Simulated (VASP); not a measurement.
Take AgI (wurtzite), with a static lattice, in VASP with PAW potentials, and its bulk modulus.

Question: One run gives 31.4 GPa. Which level is it?
A) RPBE
B) PBE-D3(BJ)
C) rev-vdW-DF2
D) optB88-vdW

Answer: B, PBE-D3(BJ).  The others give 29.4 (optB88-vdW), 30.0 (rev-vdW-DF2), 19.3 (RPBE).

Only levels that ran to the end are used. Left out are those held back, those with too coarse a band path, GW runs whose mesh misses a band edge, hybrids' fits of cells that aren't cubic and levels without matching references; a question may draw on a part of the rest.

The compound is AgI in the wurtzite structure.
